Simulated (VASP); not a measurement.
Level of theory: PBE GGA, VASP's PBE PAW potentials (set 64) (plane waves; VASP 6.6.1).

The input files of a VASP run:

File KPOINTS:
```
Automatic mesh
0
Gamma
7 7 7
0 0 0
```

INCAR:
```
# general
SYSTEM=KCl
PREC  =Accurate
ENCUT =520
LREAL =.FALSE.
LASPH =.TRUE.

# electronic loop
EDIFF =1E-6
NELM  =100
ALGO  =Normal

# smearing
ISMEAR=0
SIGMA =0.05

# functional
GGA   =PE

# ions
ISIF  =2

# output
LWAVE =.FALSE.
LCHARG=.FALSE.
```

POSCAR:
```
KCl
1.0
  0.0000000000   3.2079000000   3.2079000000
  3.2079000000   0.0000000000   3.2079000000
  3.2079000000   3.2079000000   0.0000000000
K Cl
1 1
Cartesian
  0.0000000000   0.0000000000   0.0000000000
  3.2079000000   3.2079000000   3.2079000000
```

POTCAR, in this order: K_sv Cl (PBE.64 set). Program: vasp_std.

### Question
What will the output report for the number of irreducible k-points (NKPTS), number of bands (NBANDS), largest plane-wave count, number of space-group operations, FFT grid (NGX, NGY, NGZ)?

### Answer

```
Property                                       Value
--------------------------------------  ------------
number of irreducible k-points (NKPTS)            20
number of bands (NBANDS)                          12
largest plane-wave count                        1807
number of space-group operations                  48
FFT grid (NGX, NGY, NGZ)                36 × 36 × 36
```

The compound is KCl in the rock salt structure. The cell was not relaxed at this level. The run is one of a series of settings (ENCUT = 520 against the base run), some of them coarse on purpose.
